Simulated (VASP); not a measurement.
# LaAl in VASP: single point with r2SCAN

Aim: the single point of LaAl with r2SCAN.

All numbers are computed with VASP 6.6.1; they aren't measurements. Logs are shortened: lines on timing, memory, paths and dates and some standing lists are left out, and cuts for length are marked.

**1. Starting point**

The cell holds a amorphous, 2 atoms: a = 3.771 Å, b = 3.439 Å, c = 4.634 Å, α = 88.74°, β = 112.53°, γ = 98.59°.

The cell was built by a generator and needn't be a form met in nature.

**2. Single point, r2SCAN**

File POSCAR:

```
LaAl
1.0
    3.7587700000     -0.2694600000     -0.1442660000
   -0.2607160000      3.4203490000      0.2443730000
   -1.6389260000     -0.3312430000      4.3217230000
Al La
1 1
Direct
    0.2310960000      0.7307830000      0.5015880000
    0.9602860000      0.2175210000      0.9258630000
```

File INCAR.step1:

```
ALGO = Normal ; EDIFF = 1E-4
ENCUT = 520 ; GGA = PE
ISMEAR = 1 ; LASPH = T
LCHARG = F ; LREAL = F
LWAVE = T ; NBANDS = 14
NELM = 60 ; PREC = Accurate
SIGMA = 0.2357
```

File INCAR.step2:

```
ALGO = Normal ; EDIFF = 1E-7
ENCUT = 520 ; ISIF = 2
ISMEAR = 1 ; ISTART = 1
LASPH = T ; LCHARG = F
LMIXTAU = T ; LREAL = F
LWAVE = F ; METAGGA = R2SCAN
NBANDS = 14 ; NELM = 60
PREC = Accurate ; SIGMA = 0.2357
```

File KPOINTS:

```
Automatic mesh
0
Gamma
  5 5 4
  0.5 0 0
```

Potentials or basis: VASP PAW PBE potentials, release 64 (Al, La).

Launch:

```
$ cat potpaw_PBE.64/Al/POTCAR potpaw_PBE.64/La/POTCAR > POTCAR
$ cp INCAR.step1 INCAR
$ mpirun -np 1 vasp_std > vasp.out
$ cp INCAR.step2 INCAR
$ mpirun -np 1 vasp_std > vasp.out
```

OUTCAR:

```text
EDIFF = 1E-7
   ENCUT = 520
   ISIF = 2
   ISMEAR = 1
   ISTART = 1
   LASPH = T
   LREAL = F
   METAGGA = R2SCAN
   NELM = 60
   PREC = Accurate

 ion  position               nearest neighbor table
   1  0.231  0.731  0.502-   2 2.98   2 2.98   2 2.98   2 3.03   2 3.15   2 3.42
   2  0.960  0.218  0.926-   1 2.98   1 2.98   1 2.98   1 3.03   1 3.15   1 3.42

  LATTYP: Found a triclinic cell.
 ALAT       =     3.7711766444
 B/A-ratio  =     1.2287694270
 C/A-ratio  =     0.9119076178
 COS(alpha) =     0.0219906799
 COS(beta)  =     0.1493470499
 COS(gamma) =     0.3830878105

  Lattice vectors:

 A1 = (  -3.7587700000,   0.2694600000,   0.1442660000)
 A2 = (  -1.6389260000,  -0.3312430000,   4.3217230000)
 A3 = (  -0.2607160000,   3.4203490000,   0.2443730000)

Analysis of symmetry for initial positions (statically):
=====================================================================
 Subroutine PRICEL returns:
 Original cell was already a primitive cell.

 Routine SETGRP: Setting up the symmetry group for a
 triclinic supercell.

 Subroutine GETGRP returns: Found  1 space group operations
 (whereof  1 operations were pure point group operations)
 out of a pool of  2 trial point group operations.

The static configuration has the point symmetry C_1 .

Analysis of symmetry for dynamics (positions and initial velocities):
=====================================================================
 Subroutine PRICEL returns:
 Original cell was already a primitive cell.

 Routine SETGRP: Setting up the symmetry group for a
 triclinic supercell.

 Subroutine GETGRP returns: Found  1 space group operations
 (whereof  1 operations were pure point group operations)
 out of a pool of  2 trial point group operations.

The dynamic configuration has the point symmetry C_1 .

 Subroutine INISYM returns: Found  1 space group operations
 (whereof  1 operations are pure point group operations),
 and found     1 'primitive' translations

----------------------------------------------------------------------------------------

                                     Primitive cell

  volume of cell :      54.8488

  direct lattice vectors                    reciprocal lattice vectors
     3.758770000 -0.269460000 -0.144266000     0.270976771  0.013240640  0.103777300
    -0.260716000  3.420349000  0.244373000     0.022102923  0.291855513  0.030751659
    -1.638926000 -0.331243000  4.321723000     0.007795821 -0.016061056  0.233114584

  length of vectors
     3.771176644  3.438964710  4.633906564     0.290471088  0.294302300  0.233797224

  position of ions in fractional coordinates (direct lattice)
     0.231096000  0.730783000  0.501588000
     0.960286000  0.217521000  0.925863000

  ion indices of the primitive-cell ions
   primitive index   ion index
                 1           1
                 2           2

----------------------------------------------------------------------------------------

 KPOINTS: Automatic mesh

Automatic generation of k-mesh.
 Grid dimensions read from file:
 generate k-points for:    5    5    4

 Generating k-lattice:

  Cartesian coordinates                     Fractional coordinates (reciprocal lattice)
     0.054195354  0.002648128  0.020755460     0.200000000  0.000000000  0.000000000
     0.004420585  0.058371103  0.006150332    -0.000000000  0.200000000  0.000000000
     0.001948955 -0.004015264  0.058278646     0.000000000  0.000000000  0.250000000

  Length of vectors
     0.058094218  0.058860460  0.058449306

  Shift w.r.t. Gamma in fractional coordinates (k-lattice)
     0.500000000  0.000000000  0.000000000

 Subroutine IBZKPT returns following result:
 ===========================================

 Found     51 irreducible k-points:

 Following reciprocal coordinates:
            Coordinates               Weight
  0.100000 -0.000000 -0.000000      2.000000
  0.300000  0.000000 -0.000000      2.000000
  0.500000 -0.000000 -0.000000      1.000000
  0.100000  0.200000 -0.000000      2.000000
  0.300000  0.200000 -0.000000      2.000000
  0.500000  0.200000 -0.000000      2.000000
[... 16 lines left out ...]
 -0.100000  0.200000  0.250000      2.000000
  0.100000  0.400000  0.250000      2.000000
 [... further k-points ...]
   k-points           NKPTS =     51   k-points in BZ     NKDIM =     51   number of bands    NBANDS=     14
   number of dos      NEDOS =    301   number of ions     NIONS =      2
   total plane-waves  NPLWV =  28224
   dimension x,y,z NGX =    28 NGY =   28 NGZ =   36
   dimension x,y,z NGXF=    56 NGYF=   56 NGZF=   72
   ions per type =               1   1
   NGX,Y,Z   is equivalent  to a cutoff of  12.34, 13.54, 12.92 a.u.
   NGXF,Y,Z  is equivalent  to a cutoff of  24.69, 27.07, 25.83 a.u.
 SYSTEM =  unknown system
   PREC   = accura    normal or accurate (medium, high low for compatibility)
   ISTART =      1    job   : 0-new  1-cont  2-samecut
   ICHARG =      0    charge: 1-file 2-atom 10-const
   ISPIN  =      1    spin polarized calculation?
   LNONCOLLINEAR =      F non collinear calculations
   LSORBIT =      F    spin-orbit coupling
   LASPH  =      T    aspherical Exc in radial PAW
   ENCUT  =  520.0 eV  38.22 Ry    6.18 a.u.   7.01  6.39  8.62*2*pi/ulx,y,z
   NELM   =     60;   NELMIN=  2; NELMDL=  0     # of ELM steps
   EDIFF  = 0.1E-06   stopping-criterion for ELM
   LREAL  =      F    real-space projection
   EDIFFG = 0.1E-05   stopping-criterion for IOM
   NSW    =      0    number of steps for IOM
   IBRION =     -1    ionic relax: 0-MD 1-quasi-New 2-CG
   NFREE  =      0    steps in history (QN), initial steepest desc. (CG)
   ISIF   =      2    stress and relaxation
   ISYM   =      2    0-nonsym 1-usesym 2-fastsym
   POTIM  = 0.5000    time-step for ionic-motion
   TEBEG  =    0.0;   TEEND  =   0.0 temperature during run
   PSTRESS=    0.0 pullay stress
   NELECT =      14.0000    total number of electrons
   NUPDOWN=      -1.0000    fix difference up-down
   EMIN   =  10.00;   EMAX   =-10.00  energy-range for DOS
   EFERMI =   0.00;   METHOD = LEGACY
   ISMEAR =     1;   SIGMA  =   0.24  broadening in eV -4-tet -1-fermi 0-gaus
   EFERMI_NEDOS =   21; number of points for ismear=-14 and -15
   IALGO  =     38    algorithm
   IMIX   =      4    mixing-type and parameters
     AMIX     =   0.40;   BMIX     =  1.00
     AMIX_MAG =   1.60;   BMIX_MAG =  1.00
  volume/ion in A,a.u.               =      27.42       185.07
  Fermi-wavevector in a.u.,A,eV,Ry     =   1.038473  1.962429 14.672876  1.078426
  Thomas-Fermi vector in A             =   2.172959
   LORBIT       =      0    0 simple, 1 ext, 2 COOP (PROOUT), +10 PAW based schemes
   METAGGA = R2SCAN    functional components
   LHFCALC =     F    Hartree Fock is set to
   AEXX    =    0.0000 exact exchange contribution
   IVDW    =     0    specifies the selected vdW correction
   LEPSILON=     F    determine dielectric tensor
   LRPA    =     F    only Hartree local field effects (RPA)
 non-spin polarized calculation
 Methfessel and Paxton  Order N= 1 SIGMA  =   0.24
  energy-cutoff  :      520.00
  volume of cell :       54.85
 maximum number of plane-waves:      1491
   NGX = 15   NGY = 13   NGZ = 17

 number of electron      14.0000000 magnetization

 Free energy of the ion-electron system (eV)
  ---------------------------------------------------
  ext. energy  EPLUGINS =         0.00000000
  ---------------------------------------------------
  free energy    TOTEN  =       -36.18024634 eV

  energy without entropy =      -36.17881576  energy(sigma->0) =      -36.17976948

 E-fermi :   7.2437     XC(G=0): -10.2178

 val. band max:        7.2395250206   @ k =   0.1000   0.2000   0.5000
 cond. band min:       7.2574206209   @ k =   0.1000   0.2000  -0.0000
 fundamental gap:      0.0178956002
 Fermi energy:         7.2437220217

 k-point     1 :       0.1000   -0.0000   -0.0000
  band No.  band energies     occupation
      1     -26.2820      2.00000
      2      -9.6931      2.00000
      3      -9.3759      2.00000
      4      -8.8478      2.00000
      5       0.7371      2.00000
      6       6.3173      2.00000
      7       6.8498      2.03965
      8       7.8076     -0.00370
      9       9.3381     -0.00000
     10       9.6864     -0.00000
     11       9.7816     -0.00000
     12      10.0806     -0.00000
     13      10.2494     -0.00000
     14      10.3254     -0.00000

 k-point     2 :       0.3000    0.0000   -0.0000
  band No.  band energies     occupation
      1     -26.2388      2.00000
      2      -9.8662      2.00000
      3      -9.6804      2.00000
      4      -8.8263      2.00000
      5       1.7308      2.00000
      6       5.6333      2.00000
      7       6.9555      2.07091
      8       8.0337     -0.00002
      9       9.4035     -0.00000
     10       9.6963     -0.00000
     11       9.9292     -0.00000
     12      10.1693     -0.00000
     13      10.2383     -0.00000
     14      10.3392     -0.00000

 k-point     3 :       0.5000   -0.0000   -0.0000
  band No.  band energies     occupation
      1     -26.2118      2.00000
      2     -10.1315      2.00000
      3      -9.6865      2.00000
      4      -8.8100      2.00000
      5       2.3664      2.00000
      6       5.4380      2.00000
      7       6.7342      2.00916
      8       8.2192     -0.00000
      9       9.5207     -0.00000
     10       9.6445     -0.00000
     11       9.9694     -0.00000
     12      10.0249     -0.00000
     13      10.2602     -0.00000
     14      10.3957     -0.00000
[... 324 lines left out ...]
 k-point    23 :      -0.1000    0.2000    0.2500
  band No.  band energies     occupation
      1     -26.2146      2.00000
      2      -9.7216      2.00000
      3      -9.4588      2.00000
      4      -9.2903      2.00000
      5       1.7850      2.00000
      6       6.1794      2.00000
      7       7.2229      1.14866
      8       8.0818     -0.00001
      9       8.5925     -0.00000
     10       9.2273     -0.00000
     11       9.8557     -0.00000
     12       9.9841     -0.00000
     13      10.2035     -0.00000
     14      10.3283     -0.00000

 k-point    24 :       0.1000    0.4000    0.2500
  band No.  band energies     occupation
      1     -26.1029      2.00000
      2     -10.3369      2.00000
      3      -9.5967      2.00000
      4      -9.2384      2.00000
      5       2.6768      2.00000
      6       5.5517      2.00000
      7       6.9470      2.07057
      8       8.0935     -0.00000
      9       9.2585     -0.00000
     10       9.7369     -0.00000
     11       9.8282     -0.00000
     12      10.0069     -0.00000
     13      10.1160     -0.00000
     14      10.2064     -0.00000

 [... further k-points ...]

------------------------ aborting loop because EDIFF is reached ----------------------------------------

  FORCE on cell =-STRESS in cart. coord.  units (eV):
  Direction    XX          YY          ZZ          XY          YZ          ZX
  --------------------------------------------------------------------------------------
  -------------------------------------------------------------------------------------
  Total        0.6657736      2.2037817      4.2015688      1.3631346      0.2171615     -0.0813205
  in kB       19.4477828     64.3742397    122.7312105     39.8182606      6.3434618     -2.3754364
  external PRESSURE =      68.8510777 kB  Pullay stress =       0.0000000 kB

 VOLUME and BASIS-vectors are now :
 -----------------------------------------------------------------------------
  energy-cutoff  :      520.00
  volume of cell :       54.85
      direct lattice vectors                 reciprocal lattice vectors
     3.758770000 -0.269460000 -0.144266000     0.270976771  0.013240640  0.103777300
    -0.260716000  3.420349000  0.244373000     0.022102923  0.291855513  0.030751659
    -1.638926000 -0.331243000  4.321723000     0.007795821 -0.016061056  0.233114584

 POSITION                                       TOTAL-FORCE (eV/Angst)
 -----------------------------------------------------------------------------------
     -0.14396      2.27111      2.31297         0.048697     -0.058773      0.079380
      2.03536      0.17855      3.91594        -0.048697      0.058773     -0.079380
 -----------------------------------------------------------------------------------
    total drift:                               -0.000526      0.000947     -0.000225

  FREE ENERGIE OF THE ION-ELECTRON SYSTEM (eV)
  ---------------------------------------------------
  free  energy   TOTEN  =       -36.1802463441 eV

  energy  without entropy=      -36.1788157588  energy(sigma->0) =      -36.17976948
```

Run time: 2.8 min. Hardware: 1 thread of Intel Xeon 6975P-C (Granite Rapids), shared host; peak memory 0.21 GiB.

What came out:

| Property | Result |
| --- | --- |
| Free energy | -36.1802 eV |
| Pressure | 6.9 GPa |
| Largest force | 0.110 eV/Å |
| Band gap on the k mesh | none (metal or under the smearing width) |

Forces in eV/Å, atoms in the order of the input:
```
Al   0.049 -0.059  0.079
La  -0.049  0.059 -0.079
```

Caveat: the k mesh is coarse (spacing up to 0.37 Å⁻¹), so the values aren't converged; the PAW data sets were made with another functional, which shifts forces and pressure a little. Spin-orbit coupling is left out, which matters for the levels of La.
